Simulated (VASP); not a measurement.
**YAl2Ge2: single point with PBE**

Crystal: YAl2Ge2.

```
Y Ge Al
1.0
     4.73434   -0.06618    1.10052
    -0.47409    4.29311   -0.50311
     0.00169    1.32500    5.25831
Y Ge Al
1 2 2
Direct
  0.80835 0.67592 0.60219
  0.41688 0.81579 0.29915
  0.27571 0.24774 0.57145
  0.84854 0.17241 0.01858
  0.26205 0.73715 0.92587
```

The cell was built by a generator and needn't be a form met in nature.

```
Program                : VASP 6.6.1
Task                   : single point
Functional             : PBE
Potentials or basis    : VASP PAW PBE potentials, release 64 (Y_sv, Ge_d, Al)
Cutoff                 : 520 eV
k mesh                 : 3 × 4 × 3
Occupations            : gaussian, width 0.1 eV
Spin                   : no spin polarisation
Dipole correction      : no
Further INCAR settings : ALGO = Normal; EDIFF = 1e-07; NBANDS = 30
```

| Item | Value |
| --- | --- |
| Pressure | 3.0 GPa |
| Largest force | 1.273 eV/Å |
| Band gap on the k mesh | none (metal or under the smearing width) |

Forces on the atoms (eV/Å):
```
Y    0.794  0.237 -0.469
Ge  -0.066  0.194  0.283
Ge  -0.159 -0.111  0.498
Al   0.606 -0.104  0.127
Al  -1.175 -0.216 -0.439
```

Stress tensor (GPa, compression positive):
```
 2.50 -0.20  2.10
-0.20 -1.21  0.61
 2.10  0.61  7.84
```

Levels at points of the mesh, in eV from the Fermi level:
```csv
k point,band 21,band 22,band 23,band 24,band 25,band 26
"(0.00, 0.00, 0.00)",-1.55,-0.65,-0.25,0.56,1.40,1.87
"(0.00, 0.50, 0.00)",-2.07,-1.62,-0.66,0.66,1.49,2.29
```

Run time: 41 s on 1 thread of Intel(R) Xeon(R) 6975P-C (Granite Rapids), with other jobs on the host, peak memory 0.25 GiB.

Caveat: the k mesh is coarse (spacing up to 0.45 Å⁻¹), so the values aren't converged.
